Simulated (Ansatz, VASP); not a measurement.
# Cross-check of Al3SiCN3 between VASP and Ansatz, part 2 of 3

Aim: how closely do two programs agree when they are given the same cell, functional and k mesh? The cell is generated by rule, not measured, and may not be a known phase. The cell is taken from a series of runs on this material, whose earlier steps may have relaxed, scaled, displaced or heated it; both programs get it as it stands.

VASP 6.6.1 and Ansatz 0.2.0.

So far: The structure; VASP: relaxation of cell and atoms, PBEsol, pair 1.

The structure was built from a prototype and need not be the compound's stable phase.

## Step 3: Ansatz: relaxation of cell and atoms, PBEsol, pair 1

Level of this step: Ansatz beside VASP: Kohn-Sham DFT, plane waves, PBEsol (Ansatz).

Ansatz runs on its default PAW (the set named soft_2) files.

The same cell, functional, mesh and smearing now go to Ansatz, which takes its cutoff from its data sets.

The input, input.yaml:

```yaml
crystal:
  lattice:
    - [2.1875, 2.1875, 0.0]
    - [-2.1875, 2.1875, 0.0]
    - [0.0, 0.0, 8.75]
  atoms:
    - { symbol: Al, position: [0.5, 0.5, 0.25] }
    - { symbol: Al, position: [0.0, 0.0, 0.5] }
    - { symbol: Al, position: [0.5, 0.5, 0.75] }
    - { symbol: C, position: [0.5, 1.0, 0.125] }
    - { symbol: "N", position: [0.0, 0.5, 0.375] }
    - { symbol: "N", position: [0.5, 1.0, 0.625] }
    - { symbol: "N", position: [0.0, 0.5, 0.875] }
    - { symbol: Si, position: [0.0, 0.0, 0.0] }
kpoints:
  mp_grid: { grid: [6, 6, 2] }
hamiltonian:
  xc: pbesol
scf:
  occupations: { method: gaussian, width: 0.1 }
output:
  forces: true
  stress: true
  eigenvalues: true
relax:
  adjacent_minimum: "off"
  f_tol: 0.05
  max_steps: 80
  cell: { stress_tol: 0.5 }
```

Command:

```sh
$ ansatz run input.yaml --threads 8 --pin off --max-ram 14336MiB --backend cpu --events-out ev --progress --plain --runs-dir out
```

Numbers of over 12 decimals in the logs are rounded to 6 here.

Output:

```text
The last accepted step is kept in <dir> (removed where the run ends without a failure and the disk answers)
Engine: ansatz 0.2.0, aarch64-unknown-linux-gnu
Pseudopotentials: kind: paw
Pseudopotential: Al, paw, valence charge 3, recommended cutoff 420 eV (normal), Al.paw.azcp
Pseudopotential: C, paw, valence charge 4, recommended cutoff 420 eV (normal), C.paw.azcp
Pseudopotential: N, paw, valence charge 5, recommended cutoff 420 eV (normal), N.paw.azcp
Pseudopotential: Si, paw, valence charge 4, recommended cutoff 420 eV (normal), Si.paw.azcp
Functional definition: PBEsol
  exchange = pbesol_x
  correlation = pbesol_c
Crystal: 8 atoms, lattice volume = 83.740 Å³
Basis set: ecut = 420 eV, 1653 PW (Γ), exchange–correlation on 48×48×120 points (8 copies of the dense FFT grid, shifted against one another)
Bands: 24, of which v1, the nominal top of the filled ones, is band 16 counted from 1 (15 counted from 0)
Symmetry: 4 space group operations
Space group: Pmm2 (ITA 25), of the structure as read, at distance tolerance 4.4e-5 Å
k-points: 32 of 72
Non-local potential: Al, projectors of the file, l = 0: 2, l = 1: 2, l = 2: 1
Non-local potential: C, projectors of the file, l = 0: 2, l = 1: 2, l = 2: 1
Non-local potential: N, projectors of the file, l = 0: 2, l = 1: 2, l = 2: 1
Non-local potential: Si, projectors of the file, l = 0: 2, l = 1: 2, l = 2: 2
PAW form: soft (Blöchl's): semilocal exchange-correlation on the pseudo side does not see the compensation charge
PAW frozen core: Al, regenerated for the run's functional, and the local potential with it (the file was generated under x = pbe(κ = 0.804, μ = 0.219515), c = pbe(β = 0.066725))
PAW frozen core: C, regenerated for the run's functional, and the local potential with it (the file was generated under x = pbe(κ = 0.804, μ = 0.219515), c = pbe(β = 0.066725))
PAW frozen core: N, regenerated for the run's functional, and the local potential with it (the file was generated under x = pbe(κ = 0.804, μ = 0.219515), c = pbe(β = 0.066725))
PAW frozen core: Si, regenerated for the run's functional, and the local potential with it (the file was generated under x = pbe(κ = 0.804, μ = 0.219515), c = pbe(β = 0.066725))
PAW one-centre angular grid: Al, 110 points (default); XC on 64 Gauss nodes
PAW one-centre angular grid: C, 110 points (default); XC on 64 Gauss nodes
PAW one-centre angular grid: N, 110 points (default); XC on 64 Gauss nodes
PAW one-centre angular grid: Si, 110 points (default); XC on 64 Gauss nodes
Initial density: superposition of atomic densities (neutral atoms: chi_scale 0, normalization atom), corrected by the library's trained network
Initial wavefunctions: pseudopotential atomic-orbital guess
Functional: x = pbesol(κ = 0.804, μ = 0.123457), c = pbesol(β = 0.046)
SCF iter   1: F=—  HF=-3585.455804 eV  |F-HF|=—  |Δ(HF+E_count)|=         —  Δρ=9.68e-3  dr2=1.12e-1  ethr=1.77e-3  ⟨swp⟩=7.0  Hψ=4465  notcnv=0  defer=2
preconditioner: auto → Resta (q_TF=auto, 2.324 Å⁻¹)  ε∞=4.4  [insulator: Δε(μ)=0.687 eV  Ē_g=12.523 eV  σ=0.100 eV  W_gap=1.00  n_scr=18 (ndim 8)  ℏωp=23.0 eV  f_vac=0.000  D(μ)=0.00/eV (n_scr^D=0)  ε∞_Penn≈4.4]
SCF iter   2: F=—  HF=-3585.427269 eV  |F-HF|=—  |Δ(HF+E_count)|=   2.85e-2  Δρ=2.59e-3  dr2=7.32e-3  ethr=3.51e-4  ⟨swp⟩=2.6  Hψ=1493  notcnv=0  defer=52
SCF iter   3: F=—  HF=-3585.425588 eV  |F-HF|=—  |Δ(HF+E_count)|=   1.68e-3  Δρ=1.20e-3  dr2=1.86e-3  ethr=2.29e-5  ⟨swp⟩=2.1  Hψ=1040  notcnv=0  defer=52
SCF iter   4: F=—  HF=-3585.425111 eV  |F-HF|=—  |Δ(HF+E_count)|=   4.77e-4  Δρ=3.39e-4  dr2=1.13e-4  ethr=5.81e-6  ⟨swp⟩=2.4  Hψ=974  notcnv=0  defer=52
SCF iter   5: F=—  HF=-3585.425095 eV  |F-HF|=—  |Δ(HF+E_count)|=   1.61e-5  Δρ=1.28e-4  dr2=1.21e-5  ethr=3.54e-7  ⟨swp⟩=2.1  Hψ=1070  notcnv=0  defer=52
SCF iter   6: F=—  HF=-3585.425019 eV  |F-HF|=—  |Δ(HF+E_count)|=   7.56e-5  Δρ=3.56e-5  dr2=9.39e-7  ethr=3.78e-8  ⟨swp⟩=2.1  Hψ=1103  notcnv=0  defer=56
SCF iter   7: F=-3585.425019 eV  HF=-3585.425019 eV  |F-HF|=3.64e-9  |Δ(HF+E_count)|=   3.72e-8  Δρ=9.63e-6  dr2=5.42e-8  ethr=3.13e-10  ⟨swp⟩=10.4  Hψ=3755  notcnv=0
SCF 1 converged in 7 iterations: F = -3585.425019 eV  dr2 = 5.42e-8
  greatest PAW one-centre occupation: 0.786 electrons in one spin orbital (limit 2), on the N atom at site 4 (counted from 0), in its partial waves of l = 0
relax step   1: F+E_penalty+E_count = -3585.42501919 eV  Δ(F+E_penalty+E_count) = +0.000e0 eV  max|allowed force component| = 3.583e0 eV/Å  Δτ_max = 0.0000 Å  P = +0.427 GPa  Ω = 83.740 Å³  (7 SCF iters, dr2 threshold 1.00e-7 eV, accepted)
[...]
relax step   2: F+E_penalty+E_count = -3585.64596223 eV  Δ(F+E_penalty+E_count) = -2.209e-1 eV  max|allowed force component| = 1.645e0 eV/Å  Δτ_max = 0.0670 Å  P = -0.128 GPa  Ω = 83.828 Å³  energy of the carried Pulay correction = -2.557e-4 eV  (6 SCF iters, dr2 threshold 8.00e-7 eV, accepted)
[...]
relax step   3: F+E_penalty+E_count = -3585.70528554 eV  Δ(F+E_penalty+E_count) = -5.932e-2 eV  max|allowed force component| = 6.967e-2 eV/Å  Δτ_max = 0.0584 Å  P = +0.223 GPa  Ω = 83.741 Å³  energy of the carried Pulay correction = -2.051e-6 eV  (6 SCF iters, dr2 threshold 8.00e-7 eV, accepted)
[...]
relax step   4: F+E_penalty+E_count = -3585.70544141 eV  Δ(F+E_penalty+E_count) = -1.559e-4 eV  max|allowed force component| = 1.264e-2 eV/Å  Δτ_max = 0.0014 Å  P = -0.054 GPa  Ω = 83.839 Å³  energy of the carried Pulay correction = -2.893e-4 eV  (4 SCF iters, dr2 threshold 8.00e-7 eV, accepted)
[...]
relax step   5: F+E_penalty+E_count = -3585.70584151 eV  Δ(F+E_penalty+E_count) = -4.001e-4 eV  max|allowed force component| = 1.257e-2 eV/Å  Δτ_max = 0.0000 Å  P = -0.055 GPa  Ω = 83.839 Å³  stress off target by 1.27e-1 GPa  SCF on the basis re-selected at this cell (its energy is not comparable with the rows above)  (4 SCF iters)
basis re-selected at this cell: Δ(F+E_penalty+E_count) = -4.001e-4 eV, ΔP = -0.001 GPa vs the last step (what re-selecting the basis moved, of the pressure what is left beyond the Pulay correction that the steps carried, after the strain that the cell walked since its last selection, with what the two solves' SCF thresholds leave and, on support functions, any second-order correction that the steps lacked; it is no m [...]
SCF converged after 4 iterations
Free energy (F): -3585.705842 eV
Harris-Foulkes:  -3585.705842 eV  (|F-HF|=2.73e-10)
Internal energy: -3585.705842 eV  (E = F + TS)
E sigma→0 (E₀):  -3585.705842 eV
Fermi energy:    9.527319 eV
--- Per-component energies (eV) ---
  E_band       = 68.442564
  E_kinetic    = 610.784433
  E_local      = -787.270682  (includes V_loc(G=0)·N_el)
  E_nonlocal   = 218.775623
  E_hartree    = 268.092240
  E_xc         = -406.197990
  E_vxc        = -430.903398  (∫ρ·V_xc dr)
  E_paw        = -2327.492081  (= ΣΔE_a)
  E_vpaw       = -79.128044  (= ΣTr[D̂ρ^β])
  E_aug_tail   = 0.000297  (compensation charges beyond the density's cutoff)
  E_ewald      = -1162.592057
  E_core_change = 0.194375  (= ΣΔE_core)
  E_smearing   = -0.000000  (= −TS)
  E_closure    = -0.000000  (closes the sum)
  Σ components = -3585.705842   (vs F -3585.705842, Δ=0.00e0)
--- Forces (eV/Å), atoms counted from 1 ---
  atom   1  Al    -0.00000000     0.00000000    -0.00734037
  atom   2  Al    -0.00000000     0.00000000    -0.00315095
  atom   3  Al     0.00000000    -0.00000000     0.00122795
  atom   4  C     -0.00000000     0.00000000    -0.00485137
  atom   5  N      0.00000000    -0.00000000     0.00410834
  atom   6  N      0.00000000    -0.00000000     0.00143838
  atom   7  N      0.00000000    -0.00000000     0.01256759
  atom   8  Si    -0.00000000     0.00000000    -0.00399637
  max |Σ_I F_I| component: 3.19e-6 eV/Å
--- Stress (GPa, compression-positive) ---
       -0.032563      -0.093991       0.000000
       -0.093991      -0.032563       0.000000
        0.000000       0.000000      -0.098591
  P = ⅓ Tr σ = -0.0546 GPa (-0.546 kbar)
--- Band table (eV; the first three rows and the last of 32) ---
  k-point 0: bands = [... 12 lower, 6.4906, 7.4280, 7.4635, 8.5610, 9.8971, 11.4946, 12.8431, 13.4422, ... 4 higher]
  k-point 1: bands = [... 12 lower, 6.5360, 6.7642, 7.3202, 8.5259, 10.5095, 11.1595, 12.4125, 13.4130, ... 4 higher]
  k-point 2: bands = [... 12 lower, 6.5973, 7.1442, 7.4520, 7.4667, 10.9361, 12.4749, 13.5507, 14.0391, ... 4 higher]
  k-point 31: bands = [... 12 lower, 4.6043, 4.9669, 5.5804, 5.8197, 10.9735, 11.3940, 11.6077, 12.0727, ... 4 higher]
--- Relaxed structure (4 steps of the walk, 4 accepted, 1 SCFs on fresh bases) ---
  F+E_penalty+E_count = -3585.70584151 eV   max|allowed force component| = 1.257e-2 eV/Å   (the final SCF, on the basis selected at the relaxed cell)
  cell:  # Å, volume = 83.8394 Å³
    - [2.188567, 2.188567, 0]
    - [-2.190515, 2.190515, 0]
    - [0, 0, 8.744039]
  atoms:
    - { symbol: Al, position: [0.5, 0.5, 0.249333] }
    - { symbol: Al, position: [0, 0, 0.500516] }
    - { symbol: Al, position: [0.5, 0.5, 0.750436] }
    - { symbol: C, position: [0.500000, 1.000000, 0.110824] }
    - { symbol: N, position: [0, 0.5, 0.379363] }
    - { symbol: N, position: [0.500000, 1.000000, 0.629464] }
    - { symbol: N, position: [0, 0.5, 0.878172] }
    - { symbol: Si, position: [0, 0, 0.0018926] }
```

## Step 4: Comparison

Known differences besides the potentials themselves: the cutoff is 420 eV in Ansatz and 600 eV in VASP; Ansatz makes its cores anew for this functional, VASP keeps those of its PBE data sets; Ansatz adds a Pulay correction to the stress that steers its cell, VASP none. Total energies have different zeros and are not compared.

Compared:

| quantity | Ansatz | VASP | difference |
| --- | --- | --- | --- |
| volume (Å³) | 83.84 | 83.80 | +0.05 % |
| edge a after relaxation, in the typed setting (Å) | 3.095 | 3.095 | +0.02 % |
| edge b after relaxation, in the typed setting (Å) | 3.098 | 3.099 | -0.03 % |
| edge c after relaxation, in the typed setting (Å) | 8.744 | 8.738 | +0.07 % |

## Step 5: VASP: relaxation of cell and atoms, PBEsol, pair 2

The relaxed volume is the usual yardstick between codes: in a stiff, nearly cubic crystal its relative difference is about their pressure difference at one cell divided by the bulk modulus.

The input, INCAR:

```
SYSTEM = Al3SiCN3
PREC = Accurate
ENCUT = 600
EDIFF = 1E-07
NELM = 120
ISMEAR = 0
SIGMA = 0.02
LREAL = .FALSE.
ALGO = Normal
GGA = PS
NBANDS = 24
LORBIT = 11
LWAVE = .FALSE.
LCHARG = .FALSE.
ISIF = 3
IBRION = 2
NSW = 80
EDIFFG = -0.005
LASPH = .TRUE.
GGA_COMPAT = .FALSE.
NELMIN = 4
EFERMI = MIDGAP
KPAR = 2
```

The input, POSCAR:

```
Al3SiCN3
1.0
    2.1885670000      2.1885670000      0.0000000000
   -2.1905150000      2.1905150000      0.0000000000
    0.0000000000      0.0000000000      8.7440390000
Al C N Si
3 1 3 1
Direct
    0.5000000000      0.5000000000      0.2493334030
    0.0000000000      0.0000000000      0.5005157228
    0.5000000000      0.5000000000      0.7504355825
    0.5000000000      0.9999997717      0.1108238424
    0.0000000000      0.4999997717      0.3793629008
    0.5000000000      0.9999997717      0.6294640269
    0.0000000000      0.4999997717      0.8781719752
    0.0000000000      0.0000000000      0.0018926036
```

The input, KPOINTS:

```
Automatic mesh
0
Gamma
8 8 4
0 0 0
```

The projector-augmented-wave data sets are Al, C, N and Si (PBE family, release 64).

Command:

```sh
$ mpirun -np 2 vasp_std
```

Output:

```text
[banner, memory and clock lines left out]
running    2 mpi-ranks, on    1 nodes
[...]
[... a notice as in an earlier step ...]

 LDA part: xc-table for (Slater+PW92), standard interpolation
 POSCAR, INCAR and KPOINTS ok, starting setup
[...]
entering main loop
       N       E                     dE             d eps       ncg     rms          rms(c)
DAV:   1     0.116445250051E+03    0.11645E+03   -0.16001E+04  3600   0.133E+03
DAV:   2    -0.606586261478E+02   -0.17710E+03   -0.16567E+03  4896   0.251E+02
DAV:   3    -0.706106025707E+02   -0.99520E+01   -0.98935E+01  4792   0.632E+01
DAV:   4    -0.707181765189E+02   -0.10757E+00   -0.10752E+00  4536   0.741E+00
[...]
DAV:  13    -0.620108188161E+02    0.12294E-05   -0.12846E-05  4752   0.265E-02    0.471E-03
DAV:  14    -0.620108189369E+02   -0.12080E-06   -0.21859E-06  4536   0.108E-02    0.262E-03
DAV:  15    -0.620108189535E+02   -0.16547E-07   -0.13808E-07  3512   0.312E-03
   1 F= -.62010819E+02 E0= -.62010819E+02  d E =-.620108E+02
[... from here on, the cycles between the ionic steps are left out ...]
   2 F= -.62010836E+02 E0= -.62010836E+02  d E =-.169249E-04
   3 F= -.62010851E+02 E0= -.62010851E+02  d E =-.319731E-04
   4 F= -.62010855E+02 E0= -.62010855E+02  d E =-.407541E-05
 trial-energy change:   -0.000004  1 .order   -0.000004   -0.000007   -0.000001
 step:   1.0777(harm=  1.0777)  dis= 0.00024  next Energy=   -62.010855 (dE=-0.425E-05)
 reached required accuracy - stopping structural energy minimisation
```

Parts of OUTCAR (step 5):

```text
  Total        0.0056567      0.0056567     -0.0026798     -0.0009468      0.0000000      0.0000000
  in kB        0.1081581      0.1081581     -0.0512394     -0.0181038      0.0000000      0.0000000
  external PRESSURE =       0.0550256 kB  Pullay stress =       0.0000000 kB

 POSITION                                       TOTAL-FORCE (eV/Angst)
 -----------------------------------------------------------------------------------
     -0.00144      2.18923      2.17982         0.000000      0.000000     -0.000017
      0.00000      0.00000      4.37525         0.000000      0.000000      0.001830
     -0.00144      2.18923      6.56000         0.000000      0.000000     -0.002373
     -1.09677      3.28457      0.96950         0.000000      0.000000      0.000950
     -1.09533      1.09533      3.31637         0.000000      0.000000      0.002510
     -1.09677      3.28457      5.50278         0.000000      0.000000     -0.002504
     -1.09533      1.09533      7.67632         0.000000      0.000000      0.000200
      0.00000      0.00000      0.01606         0.000000      0.000000     -0.000596
 -----------------------------------------------------------------------------------
    total drift:                               -0.001241      0.001241     -0.000211

  FREE ENERGIE OF THE ION-ELECTRON SYSTEM (eV)
  ---------------------------------------------------
  free  energy   TOTEN  =       -62.0108550020 eV

  energy  without entropy=      -62.0108550020  energy(sigma->0) =      -62.01085500

[... 1 part as in an earlier step ...]

[... 3 further parts left out ...]
[key lines of the parts left out:]
E-fermi :   8.4513
```

## Step 6: Ansatz: relaxation of cell and atoms, PBEsol, pair 2

The same cell, functional, mesh and smearing now go to Ansatz, which takes its cutoff from its data sets.

The cell is taken from a series of runs on this material, whose earlier steps may have relaxed, scaled, displaced or heated it; both programs get it as it stands.

The input, input.yaml:

```yaml
crystal:
  lattice:
    - [2.1885670175, 2.1885670175, 0.0]
    - [-2.1905145024, 2.1905145024, 0.0]
    - [0.0, 0.0, 8.7440391402]
  atoms:
    - { symbol: Al, position: [0.5, 0.5, 0.2493333869] }
    - { symbol: Al, position: [0.0, 0.0, 0.5005157657] }
    - { symbol: Al, position: [0.5, 0.5, 0.7504355258] }
    - { symbol: C, position: [0.5, 1.0, 0.1108238451] }
    - { symbol: "N", position: [0.0, 0.5, 0.3793628993] }
    - { symbol: "N", position: [0.5, 1.0, 0.6294639618] }
    - { symbol: "N", position: [0.0, 0.5, 0.8781720167] }
    - { symbol: Si, position: [0.0, 0.0, 0.0018925988] }
kpoints:
  mp_grid: { grid: [8, 8, 4] }
hamiltonian:
  xc: pbesol
scf:
  occupations: { method: gaussian, width: 0.02 }
output:
  forces: true
  stress: true
  eigenvalues: true
  write_density: true
  write_potential: true
  elf: true
  volumetric_format: npy
relax:
  adjacent_minimum: "off"
  f_tol: 0.005
  max_steps: 80
  cell: { stress_tol: 0.05 }
```

Command:

```sh
$ ansatz run input.yaml --threads 8 --pin off --max-ram 14336MiB --backend cpu --events-out ev --progress --plain --runs-dir out
```

Output:

```text
[...]
Crystal: 8 atoms, lattice volume = 83.839 Å³
Basis set: ecut = 420 eV, 1653 PW (Γ), exchange–correlation on 48×48×120 points (8 copies of the dense FFT grid, shifted against one another)
Bands: 24, of which v1, the nominal top of the filled ones, is band 16 counted from 1 (15 counted from 0)
Symmetry: 4 space group operations
[...]
k-points: 75 of 256 (time reversal used)
[...]
- [-2.191068, 2.191068, 0]
    - [0, 0, 8.743576]
  atoms:
    - { symbol: Al, position: [0.5, 0.500000, 0.249287] }
    - { symbol: Al, position: [0, 0, 0.500487] }
    - { symbol: Al, position: [0.5, 0.500000, 0.750429] }
    - { symbol: C, position: [0.5, 1.000000, 0.110838] }
    - { symbol: N, position: [0, 0.5, 0.379385] }
    - { symbol: N, position: [0.5, 1.000000, 0.629505] }
    - { symbol: N, position: [0, 0.5, 0.878220] }
    - { symbol: Si, position: [0, 0, 0.00184859] }
[key lines of the parts left out:]
SCF converged after 4 iterations
Free energy (F): -3585.710849 eV
Fermi energy:    9.525865 eV
P = ⅓ Tr σ = -0.0257 GPa (-0.257 kbar)
```

## Step 7: Comparison

Both answers:

| quantity | Ansatz | VASP | difference |
| --- | --- | --- | --- |
| volume (Å³) | 83.83 | 83.79 | +0.04 % |
| edge a after relaxation, in the typed setting (Å) | 3.094 | 3.094 | +0.00 % |
| edge b after relaxation, in the typed setting (Å) | 3.099 | 3.098 | +0.02 % |
| edge c after relaxation, in the typed setting (Å) | 8.744 | 8.742 | +0.02 % |

(Part 2 of 3 ends here.)

[Lines on the potential files, build, host, timing and source positions are cut from VASP's logs without a mark.]

[Logs are printed without paths, hosts, clocks, repeated set-up lines and the standing remarks that a program may print on its own settings, such as how far it seeks lower states.]

[Hosts, paths, dates, database ids (printed as entryN), source tags and the programs' standing remarks are cut or masked in the printed files.]
